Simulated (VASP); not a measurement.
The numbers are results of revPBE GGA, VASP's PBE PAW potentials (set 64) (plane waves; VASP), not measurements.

A VASP calculation is set up with these files.

### POSCAR
```
Dy
1
    1.8329997240    -3.1748484399     0.0000000000
    1.8329997240     3.1748484399     0.0000000000
   -0.0000000000    -0.0000000000     5.6514799508
Dy
2
Direct
  0.3333330000   0.6666670000   0.2500000000
  0.6666670000   0.3333330000   0.7500000000
```

INCAR:
```
ALGO=Normal
EDIFF=1E-6
EDIFFG=-0.01
ENCUT=520
GGA=RE
IBRION=2
ISIF=3
ISMEAR=1
LASPH=.TRUE.
LCHARG=.FALSE.
LMAXMIX=6
LREAL=.FALSE.
LWAVE=.FALSE.
NELM=100
NSW=60
PREC=Accurate
SIGMA=0.1
SYSTEM=Dy
```

### KPOINTS
```
kpoints
0
Gamma
  10 10 6
0 0 0
```

POTCAR, in this order: Dy_3 (PBE.64 set). Program: vasp_std.

What VASP printed:

OSZICAR:
```
       N       E                     dE             d eps       ncg     rms          rms(c)
DAV:   1     0.512145410307E+02    0.51215E+02   -0.89473E+03  1456   0.125E+03
DAV:   2    -0.499085973826E+01   -0.56205E+02   -0.55216E+02  1471   0.312E+02
DAV:   3    -0.834894116468E+01   -0.33581E+01   -0.31388E+01  2013   0.413E+01
DAV:   4    -0.849970680053E+01   -0.15077E+00   -0.13677E+00  1993   0.900E+00
DAV:   5    -0.850493999631E+01   -0.52332E-02   -0.52501E-02  2021   0.109E+00    0.236E+01
DAV:   6    -0.850690094420E+01   -0.19609E-02   -0.25986E-02  2199   0.152E+00    0.141E+01
DAV:   7    -0.851675066713E+01   -0.98497E-02   -0.48770E-02  2160   0.213E+00    0.254E-01
DAV:   8    -0.851651133348E+01    0.23933E-03   -0.26643E-03  1841   0.439E-01    0.632E-02
DAV:   9    -0.851653762904E+01   -0.26296E-04   -0.22114E-04  1932   0.137E-01    0.343E-02
DAV:  10    -0.851653032495E+01    0.73041E-05   -0.40784E-05  1966   0.507E-02    0.479E-02
DAV:  11    -0.851653175599E+01   -0.14310E-05   -0.54663E-06  1671   0.197E-02    0.126E-03
DAV:  12    -0.851653204222E+01   -0.28623E-06   -0.35329E-07   983   0.645E-03
   1 F= -.85165320E+01 E0= -.85175672E+01  d E =-.851653E+01
       N       E                     dE             d eps       ncg     rms          rms(c)
DAV:   1    -0.851696647350E+01   -0.43472E-03   -0.79134E-03  1466   0.725E-01    0.113E-01
DAV:   2    -0.851669671343E+01    0.26976E-03   -0.62050E-04  1716   0.266E-01    0.524E-02
DAV:   3    -0.851657267405E+01    0.12404E-03   -0.30381E-04  2182   0.145E-01    0.207E-02
DAV:   4    -0.851657135009E+01    0.13240E-05   -0.16971E-05  1923   0.356E-02    0.158E-02
DAV:   5    -0.851656918965E+01    0.21604E-05   -0.23125E-06  1301   0.116E-02    0.146E-03
DAV:   6    -0.851656914464E+01    0.45005E-07   -0.98311E-08   833   0.369E-03
   2 F= -.85165691E+01 E0= -.85176259E+01  d E =-.371024E-04
```

**OUTCAR**
```
------------------------ aborting loop because EDIFF is reached ----------------------------------------
  FORCE on cell =-STRESS in cart. coord.  units (eV):
  Direction    XX          YY          ZZ          XY          YZ          ZX
  --------------------------------------------------------------------------------------
  Total       -0.0036431     -0.0036431     -0.0061822      0.0000000      0.0000000      0.0000000
  in kB       -0.0885113     -0.0885113     -0.1502015      0.0000000      0.0000000      0.0000000
  external PRESSURE =      -0.1090747 kB  Pullay stress =       0.0000000 kB
  volume of cell :       65.94
      direct lattice vectors                 reciprocal lattice vectors
     1.834636087 -3.177682702 -0.000000000     0.272533612 -0.157347365 -0.000000000
     1.834636087  3.177682702  0.000000000     0.272533612  0.157347365  0.000000000
     0.000000000 -0.000000000  5.655717900     0.000000000 -0.000000000  0.176812213
 POSITION                                       TOTAL-FORCE (eV/Angst)
 -----------------------------------------------------------------------------------
      1.83464      1.05923      1.41393         0.000000      0.000000      0.000000
      1.83464     -1.05923      4.24179        -0.000000     -0.000000      0.000000
 -----------------------------------------------------------------------------------
    total drift:                                0.000004      0.000105     -0.000011
  FREE ENERGIE OF THE ION-ELECTRON SYSTEM (eV)
  ---------------------------------------------------
  free  energy   TOTEN  =        -8.5165691446 eV

  energy  without entropy=       -8.5197393289  energy(sigma->0) =       -8.51762587

 reached required accuracy - stopping structural energy minimisation
```
(Selected blocks of OUTCAR.)

File CONTCAR:
```
Dy
   1.00000000000000
     1.8346360865327118   -3.1776827023776084   -0.0000000000000000
     1.8346360865327118    3.1776827023776084    0.0000000000000000
     0.0000000000000000   -0.0000000000000000    5.6557179002046922
  Dy
     2
Direct
     0.3333330000000032    0.6666669999999968    0.2500000000000000
     0.6666669999999968    0.3333330000000032    0.7500000000000000
```

The 4f electrons are frozen in the core of the lanthanide potential, so 4f levels, which can set the real gap, and their magnetism are missing.

The compound is Dy in the hcp structure. This run relaxes it. Symmetry was kept, so distortions that lower it aren't found. The start is the result of an earlier pass.
